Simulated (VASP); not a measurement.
Input:

```yaml
crystal:
  lattice:
    - [1.39043, -2.37023, 0.00000]
    - [1.39043, 2.37023, 0.00000]
    - [0.00000, 0.00000, 4.51287]
  atoms:
    - { symbol: Tc, position: [0.33333, 0.66667, 0.25000] }
    - { symbol: Tc, position: [0.69333, 0.35999, 0.75000] }
```

These are PBE GGA, VASP's PBE PAW potentials (set 64) (plane waves; VASP 6.6.1) values and carry that method's errors. Numerical set-up: 400 eV cut-off, 14×14×7 Γ-centred mesh, tetrahedra with Blöchl corrections, potentials Tc_pv.

For a metal the tetrahedron method with Blöchl corrections gives inexact stress and forces.

Problem. Which forces act on the atoms, in eV/Å?

Solution. 
| atom | Fx | Fy | Fz |
|---|---|---|---|
| Tc1 | 0.196 | 0.052 | 0.000 |
| Tc2 | -0.196 | -0.052 | 0.000 |

Problem. Give the stress tensor in GPa (positive for a compressed cell).

Solution. 
```
 -9.50   -1.14    0.00
 -1.14   -4.57    0.00
  0.00    0.00  -15.03
```
The pressure is its mean diagonal, -9.70 GPa.

The compound is Tc in the hcp structure. The cell was not relaxed at this level, atoms are displaced from their ideal sites. The run is one of a series of settings (ISMEAR = -5, SIGMA removed against the base run), some of them coarse on purpose.
